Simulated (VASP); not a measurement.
## Equation of state of CuP under PBE

```xyz
2
Lattice="0.0000 2.4230 2.4230 2.4230 0.0000 2.4230 2.4230 2.4230 0.0000" Properties=species:S:1:pos:R:3 pbc="T T T"
Cu    2.4230    2.4230    2.4230
P     0.0000    0.0000    0.0000
```

The cell comes from a database or a generator and needn't be the stable form of this composition.

The cell was scaled at fixed shape and fractions and run with VASP, PBE PAW files Cu, P, 520 eV; PBE, k mesh 9 × 9 × 9 on the cell of 2 atoms, fermi-dirac occupations of 0.05 eV, no spin polarisation, no spin-orbit coupling. Energies are those that the program minimises, any entropy of the smearing included. For a metal such a mesh isn't converged to the digits shown.

```tsv
V (Å³/atom)	energy over the lowest row (meV/atom)
13.3716	21.017
13.6561	?
13.9406	2.172
14.2251	0.000
14.5096	1.945
14.7941	7.543
15.0786	16.379
```

Problem. Fit the third-order Birch-Murnaghan form, give V0, B0 and B′, and predict the energy left open.

Solution. With y = (V0/V)^(2/3), E = E0 + (9 V0 B0/16) [(y - 1)³ B′ + (y - 1)² (6 - 4y)]. Least squares through the rows shown give V0 = 14.2273 Å³/atom, E0 = 0.001 meV, B0 = 115.7 GPa (1 eV/Å³ = 160.218 GPa) and B′ = 4.97, with a largest miss of 0.009 meV. At V = 13.6561 the form with these constants gives 8.985 meV; the run gave 8.992 meV an atom.
